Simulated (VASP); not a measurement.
Output of a VASP run:

**OUTCAR**
```
 ion  position               nearest neighbor table
   1  0.333  0.667  0.250-   2 3.60   2 3.60   2 3.60   2 3.60   2 3.60   2 3.60
   2  0.667  0.333  0.750-   1 3.60   1 3.60   1 3.60   1 3.60   1 3.60   1 3.60
  LATTYP: Found a hexagonal cell.
 ALAT       =     3.3195807718
 C/A-ratio  =     1.8355852756
 Subroutine PRICEL returns:
 Original cell was already a primitive cell.
 Subroutine GETGRP returns: Found 24 space group operations
The static configuration has the point symmetry D_3d.
 The point group associated with its full space group is D_6h.
The dynamic configuration has the point symmetry D_3d.
 Subroutine INISYM returns: Found 24 space group operations
 Subroutine IBZKPT returns following result:
 Found     64 irreducible k-points:

 Following reciprocal coordinates:
            Coordinates               Weight
  0.000000  0.000000  0.000000      1.000000
  0.090909 -0.000000  0.000000      6.000000
  0.181818  0.000000  0.000000      6.000000
  0.272727  0.000000  0.000000      6.000000
  0.363636 -0.000000  0.000000      6.000000
  0.454545 -0.000000  0.000000      6.000000
  0.090909  0.090909  0.000000      6.000000
  0.181818  0.090909  0.000000     12.000000
  0.272727  0.090909  0.000000     12.000000
  0.363636  0.090909  0.000000     12.000000
  0.454545  0.090909  0.000000      6.000000
  0.181818  0.181818  0.000000      6.000000
  0.272727  0.181818  0.000000     12.000000
  0.363636  0.181818  0.000000     12.000000
  0.272727  0.272727  0.000000      6.000000
  0.363636  0.272727  0.000000      6.000000
  0.000000  0.000000  0.166667      2.000000
  0.090909 -0.000000  0.166667     12.000000
  0.181818  0.000000  0.166667     12.000000
  0.272727  0.000000  0.166667     12.000000
  0.363636 -0.000000  0.166667     12.000000
  0.454545 -0.000000  0.166667     12.000000
  0.090909  0.090909  0.166667     12.000000
  0.181818  0.090909  0.166667     24.000000
  0.272727  0.090909  0.166667     24.000000
  0.363636  0.090909  0.166667     24.000000
  0.454545  0.090909  0.166667     12.000000
  0.181818  0.181818  0.166667     12.000000
  0.272727  0.181818  0.166667     24.000000
  0.363636  0.181818  0.166667     24.000000
  0.272727  0.272727  0.166667     12.000000
  0.363636  0.272727  0.166667     12.000000
  0.000000  0.000000  0.333333      2.000000
  0.090909 -0.000000  0.333333     12.000000
  0.181818  0.000000  0.333333     12.000000
  0.272727  0.000000  0.333333     12.000000
  0.363636 -0.000000  0.333333     12.000000
  0.454545 -0.000000  0.333333     12.000000
  0.090909  0.090909  0.333333     12.000000
  0.181818  0.090909  0.333333     24.000000
   k-points           NKPTS =     64   k-points in BZ     NKDIM =     64   number of bands    NBANDS=     16
   number of dos      NEDOS =    301   number of ions     NIONS =      2
   total plane-waves  NPLWV =  37632
   dimension x,y,z NGX =    28 NGY =   28 NGZ =   48
   dimension x,y,z NGXF=    56 NGYF=   56 NGZF=   96
   ions per type =               2
   PREC   = accura    normal or accurate (medium, high low for compatibility)
   ISTART =      0    job   : 0-new  1-cont  2-samecut
   ICHARG =      2    charge: 1-file 2-atom 10-const
   ISPIN  =      1    spin polarized calculation?
   LNONCOLLINEAR =      F non collinear calculations
   LSORBIT =      F    spin-orbit coupling
   INIWAV =      1    electr: 0-lowe 1-rand  2-diag
   ENCUT  =  520.0 eV  38.22 Ry    6.18 a.u.   6.17  6.17 11.33*2*pi/ulx,y,z
   NELM   =    100;   NELMIN=  2; NELMDL= -5     # of ELM steps
   EDIFF  = 0.1E-05   stopping-criterion for ELM
   LREAL  =      F    real-space projection
   NLSPLINE    = F    spline interpolate recip. space projectors
   LMAXMIX     =    4 max onsite mixed and CHGCAR
   VOSKOWN=      0    Vosko Wilk Nusair interpolation
   EDIFFG = -.1E-01   stopping-criterion for IOM
   NSW    =     60    number of steps for IOM
...
```

File OSZICAR:
```
...
DAV:   4     0.529111661916E+01    0.80611E-03   -0.13964E-03  2184   0.384E-01    0.632E-02
DAV:   5     0.529110970759E+01   -0.69116E-05   -0.14167E-04  2208   0.141E-01    0.282E-02
DAV:   6     0.529111250022E+01    0.27926E-05   -0.11244E-05  2144   0.398E-02    0.817E-03
DAV:   7     0.529111325944E+01    0.75922E-06   -0.89104E-07  1024   0.105E-02
   6 F= 0.52911133E+01 E0= 0.52910180E+01  d E =-.798452E-03
       N       E                     dE             d eps       ncg     rms          rms(c)
DAV:   1     0.528307692188E+01   -0.80356E-02   -0.37977E-01  2104   0.575E+00    0.494E-01
DAV:   2     0.528851927072E+01    0.54423E-02   -0.68910E-03  2184   0.111E+00    0.254E-01
DAV:   3     0.529057886121E+01    0.20596E-02   -0.17680E-03  2208   0.439E-01    0.115E-01
DAV:   4     0.529088332373E+01    0.30446E-03   -0.55624E-04  2208   0.243E-01    0.406E-02
DAV:   5     0.529088034513E+01   -0.29786E-05   -0.58315E-05  2184   0.905E-02    0.194E-02
DAV:   6     0.529088197341E+01    0.16283E-05   -0.53180E-06  2080   0.275E-02    0.610E-03
DAV:   7     0.529088260246E+01    0.62905E-06   -0.59943E-07  1024   0.866E-03
   7 F= 0.52908826E+01 E0= 0.52908369E+01  d E =-.102911E-02
       N       E                     dE             d eps       ncg     rms          rms(c)
DAV:   1     0.525330619459E+01   -0.37576E-01   -0.78183E-01  2048   0.105E+01    0.138E+00
DAV:   2     0.528728923285E+01    0.33983E-01   -0.11374E-01  2048   0.399E+00    0.370E-01
DAV:   3     0.528926033615E+01    0.19711E-02   -0.45759E-03  2160   0.658E-01    0.303E-01
DAV:   4     0.528966878983E+01    0.40845E-03   -0.52896E-04  2104   0.178E-01    0.227E-02
DAV:   5     0.528967075469E+01    0.19649E-05   -0.23832E-05  2312   0.596E-02    0.154E-02
DAV:   6     0.528967035192E+01   -0.40277E-06   -0.46708E-06  2080   0.200E-02
   8 F= 0.52896704E+01 E0= 0.52894665E+01  d E =-.121225E-02
       N       E                     dE             d eps       ncg     rms          rms(c)
DAV:   1     0.524241660667E+01   -0.47254E-01   -0.99535E-01  2048   0.118E+01    0.155E+00
DAV:   2     0.528559843427E+01    0.43182E-01   -0.14451E-01  2048   0.451E+00    0.416E-01
DAV:   3     0.528810911817E+01    0.25107E-02   -0.58097E-03  2160   0.743E-01    0.340E-01
DAV:   4     0.528864038867E+01    0.53127E-03   -0.68116E-04  2112   0.202E-01    0.261E-02
DAV:   5     0.528864272686E+01    0.23382E-05   -0.30017E-05  2288   0.674E-02    0.173E-02
DAV:   6     0.528864209711E+01   -0.62975E-06   -0.55518E-06  2088   0.220E-02
   9 F= 0.52886421E+01 E0= 0.52883875E+01  d E =-.224051E-02
       N       E                     dE             d eps       ncg     rms          rms(c)
DAV:   1     0.509890377348E+01   -0.18974E+00   -0.40198E+00  2048   0.237E+01    0.304E+00
DAV:   2     0.527585578141E+01    0.17695E+00   -0.60691E-01  2048   0.929E+00    0.805E-01
DAV:   3     0.528559371094E+01    0.97379E-02   -0.22822E-02  2152   0.146E+00    0.646E-01
DAV:   4     0.528779248004E+01    0.21988E-02   -0.29648E-03  2120   0.425E-01    0.644E-02
DAV:   5     0.528780681892E+01    0.14339E-04   -0.12738E-04  2256   0.143E-01    0.343E-02
DAV:   6     0.528779997879E+01   -0.68401E-05   -0.20872E-05  2072   0.421E-02    0.778E-03
DAV:   7     0.528779861317E+01   -0.13656E-05   -0.18755E-06  1624   0.161E-02    0.196E-03
DAV:   8     0.528779831578E+01   -0.29739E-06   -0.60194E-07  1472   0.707E-03
  10 F= 0.52877983E+01 E0= 0.52877115E+01  d E =-.308429E-02
```

**OUTCAR**
```
------------------------ aborting loop because EDIFF is reached ----------------------------------------
  FORCE on cell =-STRESS in cart. coord.  units (eV):
  Direction    XX          YY          ZZ          XY          YZ          ZX
  --------------------------------------------------------------------------------------
  Total       -0.0142616     -0.0142616     -0.0113215     -0.0000000      0.0000000     -0.0000000
  in kB       -0.3660075     -0.3660076     -0.2905543     -0.0000000      0.0000000     -0.0000000
  external PRESSURE =      -0.3408565 kB  Pullay stress =       0.0000000 kB
  volume of cell :       62.43
      direct lattice vectors                 reciprocal lattice vectors
     1.758602591 -3.045989506 -0.000000000     0.284316651 -0.164150270  0.000000000
     1.758602591  3.045989506 -0.000000000     0.284316651  0.164150270 -0.000000000
     0.000000000  0.000000000  5.827236753     0.000000000  0.000000000  0.171607924
 POSITION                                       TOTAL-FORCE (eV/Angst)
 -----------------------------------------------------------------------------------
      1.75860      1.01533      1.45681         0.000000     -0.000000      0.000000
      1.75860     -1.01533      4.37043        -0.000000      0.000000      0.000000
 -----------------------------------------------------------------------------------
    total drift:                               -0.000000      0.000288     -0.000002
  FREE ENERGIE OF THE ION-ELECTRON SYSTEM (eV)
  ---------------------------------------------------
  free  energy   TOTEN  =         5.2877983158 eV

  energy  without entropy=        5.2875377639  energy(sigma->0) =        5.28771147

 reached required accuracy - stopping structural energy minimisation
```
(Selected blocks of OUTCAR.)

### POSCAR
```
Cd
1
    1.6597902135    -2.8748413778     0.0000000000
    1.6597902135     2.8748413778    -0.0000000000
   -0.0000000000     0.0000000000     6.0933735859
Cd
2
Direct
  0.3333330000   0.6666670000   0.2500000000
  0.6666670000   0.3333330000   0.7500000000
```

Q: Reconstruct the remaining input files.

A: This is not unique; one that fits is the input of the run itself, vdW-DF2, plane waves, VASP's PBE PAW potentials (set 64).

File KPOINTS:
```
Automatic
0
gamma
11 11 6
0 0 0
```

INCAR:
```
AGGAC = 0.0
ALGO = Normal
EDIFF = 1E-6
EDIFFG = -0.01
ENCUT = 520
GGA = ML
IBRION = 2
ISIF = 3
ISMEAR = 1
LASPH = .True.
LCHARG = .False.
LMAXMIX = 4
LREAL = .False.
LUSE_VDW = .True.
LWAVE = .False.
NELM = 100
NSW = 60
PREC = Accurate
SIGMA = 0.1
SYSTEM = Cd
ZAB_VDW = -1.8867
```

POTCAR, in this order: Cd (PBE.64 set). Program: vasp_std.

Energy and stress use the plane-wave basis of the starting cell.

The compound is Cd in the hcp structure. This run relaxes it. Symmetry was kept, so distortions that lower it aren't found. The start is the result of an earlier pass.
